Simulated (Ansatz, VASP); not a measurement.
**Cross-check of TiTe2 (fluorite type (invented)) between VASP and Ansatz**

Wanted: the spread between two codes on one cell, functional and k mesh. The cell is generated by rule, not measured, and may not be a known phase. The cell is taken from a series of runs on this material, whose earlier steps may have relaxed, scaled, displaced or heated it; both programs get it as it stands.

Main program and level: Ansatz 0.2.0; plane waves, with VASP 6.6.1 beside it; relaxation of cell and atoms at PBEsol.

## (1) The structure

The structure is cubic, space group Fm-3m (No. 225). Conventional cell: a = 6.761 Å, b = 6.761 Å, c = 6.761 Å, α = 90.00°, β = 90.00°, γ = 90.00°. Nearest to Ti lie 8 Te at 2.93 Å. Te has 4 Ti at 2.93 Å nearest. Farther neighbours and most contacts between anions are not listed.

Structure file:

```cif
data_structure
_symmetry_space_group_name_H-M 'P 1'
_symmetry_Int_Tables_number 1
_cell_length_a 4.7807
_cell_length_b 4.7807
_cell_length_c 4.7807
_cell_angle_alpha 60.000
_cell_angle_beta 60.000
_cell_angle_gamma 60.000
_cell_volume 77.26
loop_
_atom_site_label
_atom_site_type_symbol
_atom_site_fract_x
_atom_site_fract_y
_atom_site_fract_z
_atom_site_occupancy
Ti1 Ti 0.00000 0.00000 0.00000 1
Te2 Te 0.25000 0.25000 0.25000 1
Te3 Te 0.75000 0.75000 0.75000 1
```

## (2) VASP: relaxation of cell and atoms, PBEsol

The relaxed volume is the usual yardstick between codes: in a stiff, nearly cubic crystal its relative difference is about their pressure difference at one cell divided by the bulk modulus.

Lines of VASP's logs that name or quote its potential files are left out, and so is its time.

INCAR

```
SYSTEM = TiTe2
PREC = Accurate
ENCUT = 500
EDIFF = 1E-07
NELM = 120
ISMEAR = 0
SIGMA = 0.1
LREAL = .FALSE.
ALGO = Normal
GGA = PS
NBANDS = 18
LASPH = .TRUE.
LORBIT = 11
LWAVE = .FALSE.
LCHARG = .FALSE.
ISIF = 3
IBRION = 2
NSW = 80
EDIFFG = -0.005
GGA_COMPAT = .FALSE.
NELMIN = 4
```

POSCAR

```
TiTe2
1.0
    0.0000000000      3.3805000000      3.3805000000
    3.3805000000      0.0000000000      3.3805000000
    3.3805000000      3.3805000000      0.0000000000
Ti Te
1 2
Direct
    0.0000000000      0.0000000000      0.0000000000
    0.2500000000      0.2500000000      0.2500000000
    0.7500000000      0.7500000000      0.7500000000
```

KPOINTS

```
Automatic mesh
0
Gamma
12 12 12
0 0 0
```

PAW data sets: Ti_sv and Te (PBE family, release 64).

On the command line:

```bash
$ mpirun -np 1 vasp_std
```

Numbers of over 12 decimals in the logs are rounded to 6 here.

Log:

```text
[banner, memory and clock lines left out]
running    1 mpi-ranks, on    1 nodes
 distrk:  each k-point on    1 cores,    1 groups
 distr:  one band on    1 cores,    1 groups

 POSCAR found type information on POSCAR TiTe
 POSCAR found :  2 types and       3 ions
|                                                                             |
|               ----> ADVICE to this user running VASP <----                  |
|                                                                             |
|     You enforced a specific xc type in the INCAR file but a different       |
|     [... a line on the potential file left out ...]
|     I HOPE YOU KNOW WHAT YOU ARE DOING!                                     |
|                                                                             |

 LDA part: xc-table for (Slater+PW92), standard interpolation
 POSCAR, INCAR and KPOINTS ok, starting setup
 FFT: planning ... GRIDC
 FFT: planning ... GRID_SOFT
 FFT: planning ... GRID
 WAVECAR not read
 entering main loop
       N       E                     dE             d eps       ncg     rms          rms(c)
DAV:   1     0.176750929205E+03    0.17675E+03   -0.10599E+04  2592   0.121E+03
DAV:   2    -0.109275698726E+01   -0.17784E+03   -0.17418E+03  2730   0.309E+02
DAV:   3    -0.180650401001E+02   -0.16972E+02   -0.16306E+02  4248   0.851E+01
DAV:   4    -0.186481745624E+02   -0.58313E+00   -0.58007E+00  3190   0.145E+01
DAV:   5    -0.186670219988E+02   -0.18847E-01   -0.18833E-01  3988   0.273E+00    0.140E+01
DAV:   6    -0.192746225004E+02   -0.60760E+00   -0.49551E+01  3062   0.393E+01    0.152E+01
DAV:   7    -0.166207095640E+02    0.26539E+01   -0.34402E+01  3170   0.349E+01    0.619E+00
DAV:   8    -0.163867879074E+02    0.23392E+00   -0.22790E+00  2964   0.100E+01    0.233E+00
DAV:   9    -0.164207446415E+02   -0.33957E-01   -0.12335E-01  3918   0.230E+00    0.217E+00
DAV:  10    -0.163714856085E+02    0.49259E-01   -0.33219E-01  3182   0.375E+00    0.834E-01
DAV:  11    -0.163721050022E+02   -0.61939E-03   -0.25006E-02  2986   0.104E+00    0.319E-01
DAV:  12    -0.163709130387E+02    0.11920E-02   -0.98443E-03  3126   0.642E-01    0.189E-01
DAV:  13    -0.163708811532E+02    0.31885E-04   -0.19658E-04  2908   0.121E-01    0.129E-01
DAV:  14    -0.163708426147E+02    0.38539E-04   -0.11383E-04  3140   0.790E-02    0.204E-02
DAV:  15    -0.163708391033E+02    0.35114E-05   -0.17755E-05  3368   0.220E-02    0.653E-03
DAV:  16    -0.163708391473E+02   -0.44094E-07   -0.37275E-06  3322   0.137E-02    0.489E-03
DAV:  17    -0.163708391576E+02   -0.10288E-07   -0.20318E-07  2312   0.436E-03
   1 F= -.16370839E+02 E0= -.16356587E+02  d E =-.163708E+02
 curvature:   0.00 expect dE= 0.000E+00 dE for cont linesearch  0.000E+00
 trial: gam= 0.00000 g(F)=  0.784E-47 g(S)=  0.550E-02 ort = 0.000E+00 (trialstep = 0.100E+01)
 search vector abs. value=  0.550E-02
 bond charge predicted
       N       E                     dE             d eps       ncg     rms          rms(c)
DAV:   1    -0.164431443384E+02   -0.72305E-01   -0.12937E+00  2868   0.121E+01    0.249E+00
DAV:   2    -0.165254902992E+02   -0.82346E-01   -0.18775E+00  2988   0.996E+00    0.268E+00
DAV:   3    -0.163739601329E+02    0.15153E+00   -0.73832E-01  3004   0.528E+00    0.417E-01
DAV:   4    -0.163710065677E+02    0.29536E-02   -0.18089E-02  3378   0.942E-01    0.153E-01
DAV:   5    -0.163712488172E+02   -0.24225E-03   -0.22355E-03  3510   0.267E-01    0.151E-01
DAV:   6    -0.163715611152E+02   -0.31230E-03   -0.35726E-04  3726   0.104E-01    0.841E-02
DAV:   7    -0.163716852094E+02   -0.12409E-03   -0.39832E-04  3684   0.897E-02    0.207E-02
DAV:   8    -0.163716868625E+02   -0.16531E-05   -0.68029E-05  2886   0.601E-02    0.246E-02
DAV:   9    -0.163716859680E+02    0.89448E-06   -0.92190E-06  2888   0.251E-02    0.565E-03
DAV:  10    -0.163716857394E+02    0.22862E-06   -0.58840E-07  3354   0.576E-03    0.402E-03
DAV:  11    -0.163716856936E+02    0.45819E-07   -0.18506E-08  1568   0.111E-03
   2 F= -.16371686E+02 E0= -.16357593E+02  d E =-.846536E-03
 trial-energy change:   -0.000847  1 .order   -0.000914   -0.005501    0.003673
 step:   0.5889(harm=  0.5996)  dis= 0.00000  next Energy=   -16.372445 (dE=-0.161E-02)
 bond charge predicted
       N       E                     dE             d eps       ncg     rms          rms(c)
DAV:   1    -0.163840282800E+02   -0.12343E-01   -0.21557E-01  2910   0.491E+00    0.960E-01
DAV:   2    -0.163924905680E+02   -0.84623E-02   -0.25629E-01  2932   0.368E+00    0.103E+00
DAV:   3    -0.163729678379E+02    0.19523E-01   -0.11416E-01  3066   0.210E+00    0.208E-01
DAV:   4    -0.163722871152E+02    0.68072E-03   -0.44826E-03  3406   0.542E-01    0.722E-02
DAV:   5    -0.163723494031E+02   -0.62288E-04   -0.25396E-04  3180   0.959E-02    0.669E-02
DAV:   6    -0.163724321263E+02   -0.82723E-04   -0.15372E-04  4038   0.580E-02    0.203E-02
DAV:   7    -0.163724376945E+02   -0.55682E-05   -0.25996E-05  3296   0.230E-02    0.120E-02
DAV:   8    -0.163724366109E+02    0.10836E-05   -0.42413E-06  3136   0.998E-03    0.371E-03
DAV:   9    -0.163724367871E+02   -0.17619E-06   -0.31533E-07  2492   0.397E-03    0.190E-03
DAV:  10    -0.163724367553E+02    0.31815E-07   -0.12147E-08  1492   0.951E-04
   3 F= -.16372437E+02 E0= -.16358303E+02  d E =-.159760E-02
 curvature:  -0.30 expect dE=-0.638E-07 dE for cont linesearch -0.638E-07
 trial: gam=-0.00618 g(F)=  0.216E-46 g(S)=  0.213E-06 ort = 0.342E-04 (trialstep = 0.918E+00)
 search vector abs. value=  0.108E-09
 reached required accuracy - stopping structural energy minimisation
```

From OUTCAR (step 2):

```text
ion  position               nearest neighbor table
   1  0.000  0.000  0.000-   3 2.93   3 2.93   3 2.93   2 2.93   3 2.93   2 2.93   2 2.93   2 2.93

  LATTYP: Found a face centered cubic cell.
 ALAT       =     6.7610000000

 Subroutine GETGRP returns: Found 48 space group operations
 (whereof 48 operations were pure point group operations)

The static configuration has the point symmetry O_h .

 Found     72 irreducible k-points:

   k-points           NKPTS =     72   k-points in BZ     NKDIM =     72   number of bands    NBANDS=     18

   dimension x,y,z NGX =    36 NGY =   36 NGZ =   36
   dimension x,y,z NGXF=    72 NGYF=   72 NGZF=   72

   ENCUT  =  500.0 eV  36.75 Ry    6.06 a.u.   8.72  8.72  8.72*2*pi/ulx,y,z

   NELECT =      24.0000    total number of electrons

 k-points in reciprocal lattice and weights: Automatic mesh
   0.00000000  0.00000000  0.00000000       0.001
   0.08333333  0.00000000  0.00000000       0.005
   0.16666667  0.00000000  0.00000000       0.005
   0.25000000  0.00000000  0.00000000       0.005
   0.33333333  0.00000000  0.00000000       0.005
   0.41666667  0.00000000  0.00000000       0.005
   0.50000000  0.00000000  0.00000000       0.002
   0.08333333  0.08333333  0.00000000       0.003
   0.16666667  0.08333333  0.00000000       0.014
[...]
-0.33333333  0.50000000  0.16666667       0.007
  -0.25000000  0.50000000  0.25000000       0.003

 average (electrostatic) potential at core
       1 -73.7502       2 -86.7844       3 -86.7844

 E-fermi :   7.7025

 k-point     1 :       0.0000    0.0000    0.0000
  band No.  band energies     occupation
    ...
     10       7.5331      1.98340
     11       7.5331      1.98340
     12       7.5345      1.98249
     13       7.5345      1.98249
     14       7.5345      1.98249
     15      10.0343      0.00000
     16      10.0343      0.00000
     17      10.0343      0.00000
     18      10.6114      0.00000

 k-point     2 :       0.0833    0.0000    0.0000
  band No.  band energies     occupation
    ...
      8       3.3322      2.00000
      9       3.4339      2.00000
     10       7.0241      2.00000
     11       7.0241      2.00000
     12       7.2363      2.00000
     13       7.9274      0.00147
     14       7.9274      0.00147
     15       9.6188      0.00000
     16       9.9059      0.00000
     17       9.9059      0.00000
    ...

 k-point     3 :       0.1667    0.0000    0.0000
  band No.  band energies     occupation
    ...
      8       3.4329      2.00000
      9       3.7767      2.00000
     10       6.4876      2.00000
     11       6.4876      2.00000
     12       6.5840      2.00000
     13       8.0985      0.00000
     14       8.0985      0.00000
     15       9.1360      0.00000
     16       9.8159      0.00000
     17       9.8159      0.00000
    ...

  Total        0.0021009      0.0021009      0.0021009      0.0000000      0.0000000      0.0000000
  in kB        0.0431506      0.0431506      0.0431506      0.0000000      0.0000000      0.0000000
  external PRESSURE =       0.0431506 kB  Pullay stress =       0.0000000 kB

  energy-cutoff  :      500.00
  volume of cell :       78.01
      direct lattice vectors                 reciprocal lattice vectors
    -0.000000000  3.391311309  3.391311309    -0.147435595  0.147435595  0.147435595
     3.391311309 -0.000000000  3.391311309     0.147435595 -0.147435595  0.147435595
     3.391311309  3.391311309  0.000000000     0.147435595  0.147435595 -0.147435595

 POSITION                                       TOTAL-FORCE (eV/Angst)
 -----------------------------------------------------------------------------------
      0.00000      0.00000      0.00000        -0.000000     -0.000000      0.000000
      1.69566      1.69566      1.69566         0.000000      0.000000      0.000000
      5.08697      5.08697      5.08697        -0.000000     -0.000000     -0.000000
 -----------------------------------------------------------------------------------
    total drift:                               -0.000000      0.000000      0.000000

  FREE ENERGIE OF THE ION-ELECTRON SYSTEM (eV)
  ---------------------------------------------------
  free  energy   TOTEN  =       -16.3724367553 eV

  energy  without entropy=      -16.3441686545  energy(sigma->0) =      -16.35830270

 reached required accuracy - stopping structural energy minimisation

 total charge
# of ion       s       p       d       tot
------------------------------------------
    1        2.155   6.081   1.889  10.125
    2        1.397   1.953   0.051   3.401
    3        1.397   1.953   0.051   3.401
--------------------------------------------------
tot          4.950   9.986   1.991  16.927

[... 3 further parts left out ...]
```

CONTCAR:

```
TiTe2
   1.00000000000000
    -0.0000000000000000    3.3913113087342852    3.3913113087342852
     3.3913113087342852   -0.0000000000000000    3.3913113087342852
     3.3913113087342852    3.3913113087342852    0.0000000000000000
  Ti              Te
     1     2
Direct
     0.0000000000000000    0.0000000000000000    0.0000000000000000
     0.2500000000000000    0.2500000000000000    0.2500000000000000
     0.7500000000000000    0.7500000000000000    0.7500000000000000
```

This run has no spin polarisation, so a moment on Ti, if there is one, isn't seen. The run keeps the 48 symmetry operations of its start, so it cannot find a distortion of lower symmetry.

(Continued in part 2 of 2.)

[Lines on the potential files, build, host, timing and source positions are cut from VASP's logs without a mark.]

[Logs are printed without paths, hosts, clocks, repeated set-up lines and the standing remarks that a program may print on its own settings, such as how far it seeks lower states.]

[Hosts, paths, dates, database ids (printed as entryN), source tags and the programs' standing remarks are cut or masked in the printed files.]
